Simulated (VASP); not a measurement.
Given:

```
CELL_PARAMETERS angstrom
      0.00000     2.19849     2.19849
      2.19849     0.00000     2.19849
      2.19849     2.19849     0.00000
ATOMIC_POSITIONS crystal
  Na 0.00000 0.00000 0.00000
  F  0.50000 0.50000 0.50000
```

Level of theory: LDA (Ceperley-Alder, Perdew-Zunger), VASP's LDA PAW potentials (set 64) (plane waves; VASP). Settings: 620 eV cut-off, 10×10×10 Γ-centred mesh, Gaussian smearing of 0.050 eV, potentials Na_pv F.

**Question.** Predict the energy per atom (σ→0), pressure, band gap (on the k-mesh) with the smallest direct gap where there is one.

**Answer.** 
The band gap (on the k-mesh) comes out as 6.88 eV and the smallest direct gap (on the k-mesh) is 6.88 eV. The energy per atom (σ→0) comes out as -4654 meV/atom and the pressure is 4.99 GPa.

The absolute energy has meaning only against runs of the same code, potentials and settings.

The compound is NaF in the rock salt structure. It was relaxed first under an external pressure of 5 GPa.
